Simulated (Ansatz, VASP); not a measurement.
# Cross-check of TiO2 (1T-TiO2 monolayer) between VASP and Ansatz

One calculation is typed for both programs; each brings its own data sets. How far apart do they land? The structure shown is the start of the Ansatz relaxation below; VASP solves that cell, so the two are compared at the walk's first step.

Main program and level: Ansatz 0.2.0; plane waves, with VASP 6.6.1 beside it; single point at PBE with D3(BJ).

## Step 1: Starting point

The cell holds 3 atoms: 2 O and 1 Ti. Cell: a = 2.990 Å, b = 2.990 Å, c = 35.961 Å, α = 90.0°, β = 90.0°, γ = 120.0°. Vacuum lies along c.

## Step 2: Ansatz: relaxation, PBE with D3(BJ)

Ansatz runs on its default PAW (the set named soft_2) files.

The two programs are compared at the cell with which this relaxation starts, whose forces are those of its first step.

input.yaml reads:

```yaml
crystal:
  lattice:
    - [2.99, 0.0, 0.0]
    - [-1.495, 2.5894159573, 0.0]
    - [0.0, 0.0, 35.9611921239]
  atoms:
    - { symbol: O, position: [0.6666666667, 0.3333333333, 0.4657798869] }
    - { symbol: Ti, position: [0.0, 0.0, 0.5] }
    - { symbol: O, position: [0.3333333333, 0.6666666667, 0.5342201131] }
  periodic: [true, true, false]
kpoints:
  mp_grid: { grid: [12, 12, 1] }
hamiltonian:
  xc: pbe
  dispersion: d3bj
scf:
  occupations: { method: fermi_dirac, width: 0.05 }
  convergence: { dr2_threshold: 1.0e-09 }
relax:
  f_tol: 0.004
  max_steps: 90
  cell: {}
output:
  write_potential: true
  write_density: true
  volumetric_format: npy
```

Started as:

```sh
$ ansatz run input.yaml --threads 2 --pin off --max-ram 3072MiB --backend cpu --events-out ev --progress --plain --runs-dir out
```

Numbers of over 12 decimals in the logs are rounded to 6 here.

The program printed:

```text
Warning: relax.cell: scf.convergence.dr2_threshold = 1e-9 eV is looser than the 1.93197752949e-10 eV advised for a relaxation that steers and ends on the stress (1e-10 eV for each atom of the cell: 3, times the square of relax.cell.stress_2d_tol = 0.05 N/m over 12.5 Å (the atoms' height at the walk's start and 5 Å past either face), 4.012e-2 GPa, over a crystal's default 0.05). What an SCF threshold leaves in a stress goes as its square root, and in the free energy as the threshold itself, and one threshold admits the most on a small cell: [figures from the program's tests cut] Set scf.convergence.dr2_threshold to 1.93197752949e-10 eV or tighter. [rest of the remark cut]
Engine: ansatz 0.2.0, aarch64-unknown-linux-gnu
Pseudopotentials: kind: paw
Pseudopotential: O, paw, valence charge 6, recommended cutoff 420 eV (normal), O.paw.azcp
Pseudopotential: Ti, paw, valence charge 12, recommended cutoff 420 eV (normal), Ti.paw.azcp
Functional definition: PBE
  parameter kappa = 0.804
  parameter beta = 0.066725
  exchange = pbe_x(kappa = kappa, mu = beta*pi^2/3)
  correlation = pbe_c(beta = beta)
Crystal: 3 atoms, lattice volume = 278.424 Å³
Basis set: ecut = 420 eV, 5305 PW (Γ), exchange–correlation on 40×40×486 points (8 copies of the dense FFT grid, shifted against one another)
Bands: 16, of which v1, the nominal top of the filled ones, is band 12 counted from 1 (11 counted from 0)
Symmetry: 12 space group operations
Space group: P-3m1 (ITA 164), of the structure as read, at distance tolerance 6.5e-5 Å
k-points: 19 of 144
Non-local potential: O, projectors of the file, l = 0: 2, l = 1: 2, l = 2: 1
Non-local potential: Ti, projectors of the file, l = 0: 3, l = 1: 2, l = 2: 3, l = 3: 1
PAW form: soft (Blöchl's): semilocal exchange-correlation on the pseudo side does not see the compensation charge
PAW one-centre angular grid: O, 110 points (default); XC on 64 Gauss nodes
PAW one-centre angular grid: Ti, 590 points (default); XC on 64 Gauss nodes
Initial density: superposition of atomic densities (neutral atoms: chi_scale 0, normalization atom), corrected by the library's trained network
Initial wavefunctions: pseudopotential atomic-orbital guess
Functional: x = pbe(κ = 0.804, μ = 0.219515), c = pbe(β = 0.066725)
SCF iter   1: F=—  HF=-3637.506061 eV  |F-HF|=—  |Δ(HF+E_count)|=         —  Δρ=2.28e-3  dr2=1.86e-2  ethr=1.77e-3  ⟨swp⟩=11.5  Hψ=2476  notcnv=0
preconditioner: auto → Resta (q_TF=auto, 1.813 Å⁻¹)  ε∞=2.1  [insulator: Δε(μ)=1.640 eV  Ē_g=8.685 eV  σ=0.050 eV  W_gap=1.00  n_scr=20 (ndim 8)  ℏωp=8.9 eV  f_vac=0.845  D(μ)=0.00/eV (n_scr^D=0)  ε∞_Penn≈2.1  vacuum switching on, ρ_ref=5.5e-3 e/Å³]
SCF iter   2: F=—  HF=-3637.511482 eV  |F-HF|=—  |Δ(HF+E_count)|=   5.42e-3  Δρ=4.02e-3  dr2=5.68e-2  ethr=7.73e-5  ⟨swp⟩=3.7  Hψ=934  notcnv=0
SCF iter   3: F=—  HF=-3637.504391 eV  |F-HF|=—  |Δ(HF+E_count)|=   7.09e-3  Δρ=6.17e-4  dr2=7.87e-4  ethr=7.73e-5  ⟨swp⟩=2.8  Hψ=563  notcnv=0
SCF iter   4: F=—  HF=-3637.504784 eV  |F-HF|=—  |Δ(HF+E_count)|=   3.93e-4  Δρ=1.10e-4  dr2=1.11e-5  ethr=3.28e-6  ⟨swp⟩=3.1  Hψ=607  notcnv=0
SCF iter   5: F=—  HF=-3637.504803 eV  |F-HF|=—  |Δ(HF+E_count)|=   1.85e-5  Δρ=2.89e-5  dr2=1.43e-6  ethr=4.64e-8  ⟨swp⟩=3.5  Hψ=698  notcnv=0
SCF iter   6: F=—  HF=-3637.504892 eV  |F-HF|=—  |Δ(HF+E_count)|=   8.90e-5  Δρ=9.01e-6  dr2=1.09e-7  ethr=5.95e-9  ⟨swp⟩=3.3  Hψ=683  notcnv=0
SCF iter   7: F=—  HF=-3637.504892 eV  |F-HF|=—  |Δ(HF+E_count)|=   1.16e-7  Δρ=3.05e-6  dr2=1.62e-8  ethr=4.56e-10  ⟨swp⟩=2.9  Hψ=614  notcnv=0
SCF iter   8: F=-3637.504892 eV  HF=-3637.504892 eV  |F-HF|=2.24e-9  |Δ(HF+E_count)|=   4.56e-9  Δρ=7.08e-7  dr2=7.63e-10  ethr=4.17e-12  ⟨swp⟩=10.3  Hψ=2719  notcnv=0
SCF 1 converged in 8 iterations: F = -3637.504892 eV  dr2 = 7.63e-10
  greatest PAW one-centre occupation: 0.999 electrons in one spin orbital (limit 2), on the Ti atom at site 1 (counted from 0), in its partial waves of l = 0
relax step   1: F+E_penalty+E_count = -3637.50489214 eV  Δ(F+E_penalty+E_count) = +0.000e0 eV  max|allowed force component| = 4.193e0 eV/Å  Δτ_max = 0.0000 Å  P = -8.205 N/m  Ω = 278.424 Å³  fix = [c, alpha, beta]  reactions: c -0.000 N/m  (8 SCF iters, accepted)
[...]
relax step   4: F+E_penalty+E_count = -3638.72247158 eV  Δ(F+E_penalty+E_count) = -1.527e-2 eV  max|allowed force component| = 5.336e-2 eV/Å  Δτ_max = 0.0228 Å  P = -0.230 N/m  Ω = 276.344 Å³  energy of the carried Pulay correction = +1.161e-3 eV  fix = [c, alpha, beta]  reactions: c -0.000 N/m  (8 SCF iters, accepted)
[...]
relax step   5: F+E_penalty+E_count = -3638.72277310 eV  Δ(F+E_penalty+E_count) = -3.015e-4 eV  max|allowed force component| = 2.092e-4 eV/Å  Δτ_max = 0.0021 Å  P = +0.001 N/m  Ω = 276.097 Å³  energy of the carried Pulay correction = +1.299e-3 eV  fix = [c, alpha, beta]  reactions: c +0.000 N/m  (7 SCF iters, accepted)
[...]
relax step   6: F+E_penalty+E_count = -3638.72168134 eV  Δ(F+E_penalty+E_count) = +1.092e-3 eV  max|allowed force component| = 2.341e-4 eV/Å  Δτ_max = 0.0000 Å  P = -0.046 N/m  Ω = 276.097 Å³  fix = [c, alpha, beta]  reactions: c -0.000 N/m  stress off target by 4.59e-2 N/m on what of the cell is left free  SCF on the basis re-selected at this cell (its energy is not comparable with the rows above)  (5 SCF iters)
basis re-selected at this cell: Δ(F+E_penalty+E_count) = +1.092e-3 eV, ΔP = -0.047 N/m vs the last step (what re-selecting the basis moved, of the pressure what is left beyond the Pulay correction that the steps carried, after the strain that the cell walked since its last selection, with what the two solves' SCF thresholds leave and, on support functions, any second-order correction that the steps lacked; it is no m [...]
WARN: The output density's exchange-correlation potential varies sharply where the density is thin. Do not read a vacuum level from v_tot or v_xc, or from such a field of the output density. On a cell that repeats whose density bears no net charge and no dipole along the vacuum's axis use v_es (v_loc + v_h of the components); under efield.dipole_correction with no amplitude use v_es + v_field, which holds any externa [...]
SCF converged after 5 iterations
Free energy (F): -3638.721681 eV
Harris-Foulkes:  -3638.721681 eV  (|F-HF|=1.46e-11)
Internal energy: -3638.721681 eV  (E = F + TS)
E sigma→0 (E₀):  -3638.721681 eV
Fermi energy:    -6.905940 eV
--- Per-component energies (eV) ---
  E_band       = -598.441140
  E_kinetic    = 622.594279
  E_local      = -56080.516381  (includes V_loc(G=0)·N_el)
  E_nonlocal   = 98.358641
  E_hartree    = 27655.293149
  E_xc         = -246.201232
  E_vxc        = -311.754180  (∫ρ·V_xc dr)
  E_paw        = -1360.781442  (= ΣΔE_a)
  E_vpaw       = -237.715306  (= ΣTr[D̂ρ^β])
  E_aug_tail   = 0.005135  (compensation charges beyond the density's cutoff)
  E_ewald      = 25672.930956
  E_disp       = -0.404786  (pairwise vdW)
  E_smearing   = -0.000000  (= −TS)
  E_closure    = 0.000000  (closes the sum)
  Σ components = -3638.721681   (vs F -3638.721681, Δ=0.00e0)
--- Forces (eV/Å), atoms counted from 1 ---
  atom   1  O      0.00000000     0.00000000     0.00023407
  atom   2  Ti    -0.00000000     0.00000000     0.00000000
  atom   3  O     -0.00000000    -0.00000000    -0.00023407
  max |Σ_I F_I| component: 1.85e-17 eV/Å
--- 2D stress c σ (N/m, compression-positive) ---
       -0.045851       0.000000       0.000000
        0.000000      -0.045851      -0.000000
        0.000000      -0.000000      -0.000000
  P = ½ c Tr σ = -0.0459 N/m
--- Band table (eV; the first three rows and the last of 19) ---
  k-point 0: bands = [... 8 lower, -11.9268, -8.9686, -8.4849, -8.4849, -5.5748, -5.5748, -3.8625, -1.3788]
  k-point 1: bands = [... 8 lower, -11.8547, -8.9018, -8.7588, -8.6408, -5.4765, -5.4062, -3.8890, -1.6288]
  k-point 2: bands = [... 8 lower, -11.6105, -9.6509, -8.9803, -8.5050, -5.3109, -5.0428, -3.9781, -2.0744]
  k-point 18: bands = [... 8 lower, -11.0792, -9.7642, -9.7642, -9.3900, -5.3480, -4.2881, -4.2881, -1.9538]
--- Relaxed structure (5 steps of the walk, 5 accepted, 1 SCFs on fresh bases) ---
  F+E_penalty+E_count = -3638.72168134 eV   max|allowed force component| = 2.341e-4 eV/Å   (the final SCF, on the basis selected at the relaxed cell)
  cell:  # Å, volume = 276.0971 Å³
    - [2.977478, 0.0, 0]
    - [-1.488739, 2.578572, 0]
    - [0, 0, 35.9611921239]
  atoms:
    - { symbol: O, position: [0.666667, 0.333333, 0.473060] }
    - { symbol: Ti, position: [0, 0, 0.500000] }
    - { symbol: O, position: [0.333333, 0.666667, 0.526940] }
```

## Step 3: VASP: single point, PBE with D3(BJ), start cell

The same cell, functional, mesh and smearing now go to VASP, with its own data sets.

Lines of VASP's logs that name or quote its potential files are left out, and so is its time.

INCAR reads:

```
SYSTEM = TiO2
PREC = Accurate
ENCUT = 520
EDIFF = 1E-06
NELM = 120
ISMEAR = -1
SIGMA = 0.05
LREAL = .FALSE.
ALGO = Normal
GGA = PE
IVDW = 12
NBANDS = 18
LASPH = .TRUE.
LORBIT = 11
LWAVE = .FALSE.
LCHARG = .FALSE.
ISIF = 2
LDIPOL = .TRUE.
IDIPOL = 3
DIPOL = 0.5 0.5 0.5
LVHAR = .TRUE.
GGA_COMPAT = .FALSE.
EFERMI = MIDGAP
NELMDL = -8
```

POSCAR reads:

```
TiO2
1.0
    2.9900000000      0.0000000000      0.0000000000
   -1.4950000000      2.5894160000      0.0000000000
    0.0000000000      0.0000000000     35.9611920000
O Ti
2 1
Direct
    0.6666667310      0.3333334621      0.4657798885
    0.3333332690      0.6666665379      0.5342201115
    0.0000000000      0.0000000000      0.5000000000
```

KPOINTS reads:

```
Automatic mesh
0
Gamma
12 12 1
0 0 0
```

Potentials, in the order of the species: O and Ti_sv (PBE family, release 64).

Started as:

```sh
$ mpirun -np 1 vasp_std
```

The program printed:

```text
[banner, memory and clock lines left out]
running    1 mpi-ranks, on    1 nodes
 distrk:  each k-point on    1 cores,    1 groups
 distr:  one band on    1 cores,    1 groups

 POSCAR found type information on POSCAR O Ti
 POSCAR found :  2 types and       3 ions
 LDA part: xc-table for (Slater+PW92), standard interpolation
 POSCAR, INCAR and KPOINTS ok, starting setup
 FFT: planning ... GRIDC
 FFT: planning ... GRID_SOFT
 FFT: planning ... GRID
 WAVECAR not read
 entering main loop
       N       E                     dE             d eps       ncg     rms          rms(c)
DAV:   1     0.219701364903E+03    0.21970E+03   -0.11223E+04   852   0.102E+03
DAV:   2     0.572522444670E+01   -0.21398E+03   -0.20303E+03   974   0.273E+02
DAV:   3    -0.324105079307E+02   -0.38136E+02   -0.37471E+02  1084   0.117E+02
DAV:   4    -0.337512282342E+02   -0.13407E+01   -0.13381E+01   950   0.224E+01
DAV:   5    -0.338450045589E+02   -0.93776E-01   -0.93745E-01  1072   0.404E+00
DAV:   6    -0.338458645423E+02   -0.85998E-03   -0.85991E-03   958   0.485E-01
DAV:   7    -0.338458925628E+02   -0.28021E-04   -0.28020E-04  1068   0.729E-02
DAV:   8    -0.338458927433E+02   -0.18043E-06   -0.18049E-06   934   0.702E-03    0.187E+01
DAV:   9    -0.283157384404E+02    0.55302E+01   -0.68728E+01   912   0.744E+01    0.186E+01
DAV:  10    -0.263371165303E+02    0.19786E+01   -0.47708E+01   916   0.531E+01    0.762E+00
DAV:  11    -0.259714670906E+02    0.36565E+00   -0.11641E+00   742   0.877E+00    0.617E+00
DAV:  12    -0.257094189546E+02    0.26205E+00   -0.65717E+00   816   0.234E+01    0.598E+00
DAV:  13    -0.253598761479E+02    0.34954E+00   -0.32455E+00   904   0.148E+01    0.152E+00
DAV:  14    -0.253404597694E+02    0.19416E-01   -0.44428E-01   770   0.635E+00    0.119E+00
[...]
DAV:  21    -0.253246646880E+02   -0.95617E-04   -0.17832E-05   828   0.422E-02    0.281E-02
DAV:  22    -0.253246849481E+02   -0.20260E-04   -0.15426E-05   904   0.300E-02    0.115E-02
DAV:  23    -0.253246975264E+02   -0.12578E-04   -0.23594E-06   632   0.119E-02    0.627E-03
DAV:  24    -0.253247167649E+02   -0.19239E-04   -0.57281E-06   702   0.223E-02    0.377E-03
DAV:  25    -0.253247233246E+02   -0.65597E-05   -0.44792E-07   500   0.589E-03    0.261E-03
DAV:  26    -0.253247307941E+02   -0.74695E-05   -0.52772E-07   586   0.485E-03    0.761E-04
DAV:  27    -0.253247322381E+02   -0.14440E-05   -0.13351E-07   448   0.256E-03    0.562E-04
DAV:  28    -0.253247329557E+02   -0.71758E-06   -0.32709E-08   446   0.145E-03
   1 F= -.25714422E+02 E0= -.25714422E+02  d E =-.461125E-08
```

Parts of OUTCAR (step 3):

```text
ion  position               nearest neighbor table
   1  0.667  0.333  0.466-   3 2.12   3 2.12   3 2.12
   2  0.333  0.667  0.534-   3 2.12   3 2.12   3 2.12
   3  0.000  0.000  0.500-   2 2.12   1 2.12   1 2.12   2 2.12   1 2.12   2 2.12

  LATTYP: Found a hexagonal cell.
 ALAT       =     2.9900000000
 C/A-ratio  =    12.0271545151

 Subroutine GETGRP returns: Found 12 space group operations
 (whereof 12 operations were pure point group operations)

The static configuration has the point symmetry D_3d.

 Found     19 irreducible k-points:

   k-points           NKPTS =     19   k-points in BZ     NKDIM =     19   number of bands    NBANDS=     18

   dimension x,y,z NGX =    24 NGY =   24 NGZ =  270
   dimension x,y,z NGXF=    48 NGYF=   48 NGZF=  540

   ENCUT  =  520.0 eV  38.22 Ry    6.18 a.u.   5.56  5.56 66.86*2*pi/ulx,y,z

   NELECT =      24.0000    total number of electrons

 k-points in reciprocal lattice and weights: Automatic mesh
   0.00000000  0.00000000  0.00000000       0.007
   0.08333333  0.00000000  0.00000000       0.042
   0.16666667 -0.00000000  0.00000000       0.042
   0.25000000  0.00000000  0.00000000       0.042
   0.33333333 -0.00000000  0.00000000       0.042
   0.41666667  0.00000000  0.00000000       0.042
   0.50000000  0.00000000  0.00000000       0.021
   0.08333333  0.08333333  0.00000000       0.042
   0.16666667  0.08333333  0.00000000       0.083
[...]
0.33333333  0.25000000  0.00000000       0.083
   0.33333333  0.33333333  0.00000000       0.014

 dipolmoment           0.000000      0.000000      0.000000 electrons x Angstroem

 average (electrostatic) potential at core
       1 -81.0703       2 -81.0703       3 -88.4152

 E-fermi :  -6.5487

 k-point     1 :       0.0000    0.0000    0.0000
  band No.  band energies     occupation
    ...
      8      -9.5876      2.00000
      9      -9.5876      2.00000
     10      -8.0393      2.00000
     11      -7.3719      2.00000
     12      -7.3719      2.00000
     13      -5.1686      0.00000
     14      -5.1686      0.00000
     15      -4.4669      0.00000
     16      -2.5022      0.00000
     17      -2.5022      0.00000
    ...

 k-point     2 :       0.0833    0.0000    0.0000
  band No.  band energies     occupation
    ...
      8      -9.7497      2.00000
      9      -9.5445      2.00000
     10      -7.8946      2.00000
     11      -7.7137      2.00000
     12      -7.5007      2.00000
     13      -5.1468      0.00000
     14      -5.0382      0.00000
     15      -4.4427      0.00000
     16      -2.6209      0.00000
     17      -2.4970      0.00000
    ...

 k-point     3 :       0.1667   -0.0000    0.0000
  band No.  band energies     occupation
    ...
      8     -10.0281      2.00000
      9      -9.4417      2.00000
     10      -8.4974      2.00000
     11      -7.7713      2.00000
     12      -7.6911      2.00000
     13      -5.1869      0.00000
     14      -4.7538      0.00000
     15      -4.3454      0.00000
     16      -2.8149      0.00000
     17      -2.4712      0.00000
    ...

 Edisp (eV)   -0.38969

  Total      -3.85426    -3.85426   -10.23202     0.00000     0.00000    -0.00000
  in kB     -22.17914   -22.17914   -58.87961     0.00000     0.00000    -0.00000
  external pressure =      -34.41 kB  Pullay stress =        0.00 kB

  energy-cutoff  :      520.00
  volume of cell :      278.42
      direct lattice vectors                 reciprocal lattice vectors
     2.990000000  0.000000000  0.000000000     0.334448161  0.193093732  0.000000000
    -1.495000000  2.589416000  0.000000000     0.000000000  0.386187465  0.000000000
     0.000000000  0.000000000 35.961192000     0.000000000  0.000000000  0.027807755

 POSITION                                       TOTAL-FORCE (eV/Angst)
 -----------------------------------------------------------------------------------
      1.49500      0.86314     16.75000        -0.000000     -0.000000      4.137893
      0.00000      1.72628     19.21119         0.000000      0.000000     -4.137893
      0.00000      0.00000     17.98060        -0.000000      0.000000     -0.000000
 -----------------------------------------------------------------------------------
    total drift:                                0.000000      0.000000      0.000000

  FREE ENERGIE OF THE ION-ELECTRON SYSTEM (eV)
  ---------------------------------------------------
  free  energy   TOTEN  =       -25.7144222190 eV

  energy  without entropy=      -25.7144222144  energy(sigma->0) =      -25.71442222

 vacuum level on the upper side and lower side of the slab         1.506         1.506

 total charge
# of ion       s       p       d       tot
------------------------------------------
    1        1.583   3.317   0.000   4.900
    2        1.583   3.317   0.000   4.900
    3        2.181   6.200   1.636  10.017
--------------------------------------------------
tot          5.348  12.833   1.636  19.816

[... 3 further parts left out ...]
```

## Step 4: Differences

Known differences besides the potentials themselves: Ansatz cuts the interaction across the vacuum, VASP repeats the sheet with a dipole correction; the cutoff is 420 eV in Ansatz and 520 eV in VASP. Total energies have different zeros and are not compared.

Forces (eV/Å; atoms numbered as in POSCAR):

```csv
atom,"Ansatz x, y, z","VASP x, y, z"
O1,"0.000, 0.000, 4.193","0.000, 0.000, 4.138"
O2,"0.000, 0.000, -4.193","0.000, 0.000, -4.138"
Ti3,"0.000, 0.000, 0.000","0.000, 0.000, 0.000"
```

The forces differ by 26 meV/Å r.m.s., which is 1.3 % of the r.m.s. force of 1.951 eV/Å (both taken over all components). With vacuum in the cell, a pressure given here is an average over mostly empty space and none of the material.

## Step 5: Results

```
r.m.s. force difference (single point, PBE with D3(BJ), start cell) : 1.3 % of the r.m.s. force
```

**Reading.** The r.m.s. force difference is 1.3 % of the r.m.s. force (single point, PBE with D3(BJ), start cell), within the 3 % picked in this series as the mark of a large difference. 1 further run of this series is not shown here. Such differences can come from data sets, numerical settings and the points named under the comparisons, not from the functional's error against experiment.

[Lines on the potential files, build, host, timing and source positions are cut from VASP's logs without a mark.]

[Logs are printed without paths, hosts, clocks, repeated set-up lines and the standing remarks that a program may print on its own settings, such as how far it seeks lower states.]

[Hosts, paths, dates, database ids (printed as entryN), source tags and the programs' standing remarks are cut or masked in the printed files.]
